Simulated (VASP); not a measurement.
An input for Ansatz (written as the equivalent of a VASP run, and not itself run):

Ansatz 0.2 input:
```yaml
crystal:
  lattice:
    - [0.0000000, 2.5563370, 2.5563370]
    - [2.5563370, 0.0000000, 2.5563370]
    - [2.5563370, 2.5563370, 0.0000000]
  atoms:
    - { symbol: Hf, position: [0.0000000, 0.0000000, 0.0000000] }
    - { symbol: O, position: [0.7500000, 0.7500000, 0.7500000] }
    - { symbol: O, position: [0.2500000, 0.2500000, 0.2500000] }
kpoints:
  mp_grid: { grid: [4, 4, 4], shift: [0.5, 0.5, 0.5] }
hamiltonian:
  xc: lda
  pseudopotentials: { kind: paw }
scf:
  occupations: { method: fermi_dirac, width: 0.5 }
  max_iter: 100
relax:
  max_steps: 50
  f_tol: 0.01
  cell: {}
output: { forces: true, stress: true, eigenvalues: true }
```

**Question.** Write the VASP files for the same calculation (LDA).

**Answer.** One answer among several that fit: 
**INCAR**
```
SYSTEM = HfO2
PREC = Accurate; ENCUT = 280; LREAL = .False.
LASPH = .True.
EDIFF = 1E-04; NELM = 100; ALGO = Normal
LMAXMIX = 6
ISMEAR = -1; SIGMA = 0.5
IBRION = 2; NSW = 50; ISIF = 3
EDIFFG = -0.01
LWAVE = .False.; LCHARG = .False.
```

File POSCAR:
```
HfO2
1
    0.0000000000     2.5563370000     2.5563370000
    2.5563370000     0.0000000000     2.5563370000
    2.5563370000     2.5563370000     0.0000000000
Hf O
1 2
Direct
  0.0000000000   0.0000000000   0.0000000000
  0.7500000000   0.7500000000   0.7500000000
  0.2500000000   0.2500000000   0.2500000000
```

**KPOINTS**
```
Automatic mesh
0
Gamma
4 4 4
0.5 0.5 0.5
```

POTCAR, in this order: Hf_pv O (LDA.64 set). Program: vasp_std.

The two are equivalent in intent, not identical: each code has its own PAW files, so the cut-off isn't converted (ENCUT is set for VASP's; basis.ecutwfc is left out, and Ansatz then takes the one that its files recommend); Ansatz stops its SCF on the density residual and VASP on the energy change (EDIFF); Ansatz's lda is the Perdew-Wang form, while the LDA potentials of VASP carry Perdew-Zunger's.

The structure comes from a computed database's HfO2 entry; how it stands against other phases isn't given here. This run relaxes it. Symmetry was kept, so distortions that lower it aren't found. The k-mesh is coarse (spacing up to 0.57 per Å, 2π included), so the numbers may not be converged in it. The run is one of a series of settings (EDIFF = 1E-04, EDIFFG = -0.01, ENCUT = 280, IBRION = 2, ISIF = 3, NSW = 50, SIGMA = 0.5, KPOINTS 4×4×4 Γ-centred mesh shifted by (0.5, 0.5, 0.5) against the base run), some of them coarse on purpose.
